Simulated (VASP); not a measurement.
OSZICAR of a VASP run on MgS (rock salt):

File OSZICAR:
```
       N       E                     dE             d eps       ncg     rms          rms(c)
DAV:   1     0.159182740749E+02    0.15918E+02   -0.35285E+03   488   0.672E+02
DAV:   2    -0.929287447953E+01   -0.25211E+02   -0.24045E+02   632   0.962E+01
DAV:   3    -0.100068130877E+02   -0.71394E+00   -0.71394E+00   576   0.216E+01
DAV:   4    -0.100090363344E+02   -0.22232E-02   -0.22232E-02   744   0.130E+00
DAV:   5    -0.100090395420E+02   -0.32076E-05   -0.32075E-05   624   0.435E-02    0.440E+00
DAV:   6    -0.962730538720E+01    0.38173E+00   -0.10123E+00   496   0.484E+00    0.337E+00
DAV:   7    -0.957799931855E+01    0.49306E-01   -0.20749E-01   624   0.229E+00    0.215E+00
DAV:   8    -0.957281714154E+01    0.51822E-02   -0.10504E-02   568   0.777E-01    0.798E-01
DAV:   9    -0.957258370865E+01    0.23343E-03   -0.58934E-04   576   0.172E-01    0.262E-01
DAV:  10    -0.957257527078E+01    0.84379E-05   -0.27745E-05   632   0.323E-02    0.866E-02
DAV:  11    -0.957257449314E+01    0.77764E-06   -0.59361E-06   592   0.144E-02
   1 F= -.95725745E+01 E0= -.95725745E+01  d E =-.957257E+01
       N       E                     dE             d eps       ncg     rms          rms(c)
DAV:   1    -0.969221182492E+01   -0.11964E+00   -0.21070E+00   536   0.969E+00    0.264E+00
DAV:   2    -0.960118871603E+01    0.91023E-01   -0.27132E-01   472   0.280E+00    0.801E-01
DAV:   3    -0.959181167634E+01    0.93770E-02   -0.50527E-02   512   0.129E+00    0.604E-01
DAV:   4    -0.959163203861E+01    0.17964E-03   -0.36480E-04   528   0.165E-01    0.523E-01
DAV:   5    -0.959123525484E+01    0.39678E-03   -0.24096E-04   488   0.109E-01    0.800E-02
DAV:   6    -0.959122821046E+01    0.70444E-05   -0.38869E-06   584   0.162E-02    0.290E-02
DAV:   7    -0.959122797663E+01    0.23383E-06   -0.87871E-08   256   0.283E-03
   2 F= -.95912280E+01 E0= -.95912280E+01  d E =-.186535E-01
       N       E                     dE             d eps       ncg     rms          rms(c)
DAV:   1    -0.959604623447E+01   -0.48180E-02   -0.75388E-02   544   0.179E+00    0.465E-01
DAV:   2    -0.959274341784E+01    0.33028E-02   -0.10051E-02   480   0.543E-01    0.148E-01
DAV:   3    -0.959240673014E+01    0.33669E-03   -0.18181E-03   512   0.243E-01    0.951E-02
DAV:   4    -0.959239876499E+01    0.79652E-05   -0.13320E-05   528   0.316E-02    0.811E-02
DAV:   5    -0.959238575251E+01    0.13012E-04   -0.74002E-06   512   0.190E-02    0.975E-03
DAV:   6    -0.959238553731E+01    0.21521E-06   -0.11642E-07   240   0.287E-03
   3 F= -.95923855E+01 E0= -.95923855E+01  d E =-.198110E-01
```

Q: Which electronic solver shows in the log?

A: It is blocked Davidson (ALGO = Normal, or the opening steps of other solvers). The INCAR had ALGO = Normal.

Q: Can the final energy be trusted as converged?

A: The calculation finished and met its thresholds. It stopped with EDIFF = 1E-6, NELM = 100, NSW = 60 and EDIFFG = -0.01 after 3 ionic steps (LDA (Ceperley-Alder, Perdew-Zunger), plane waves, VASP's LDA PAW potentials (set 64)). Energy and stress use the plane-wave basis of the starting cell.

The compound is MgS in the rock salt structure. This run relaxes it. Symmetry was kept, so distortions that lower it aren't found.
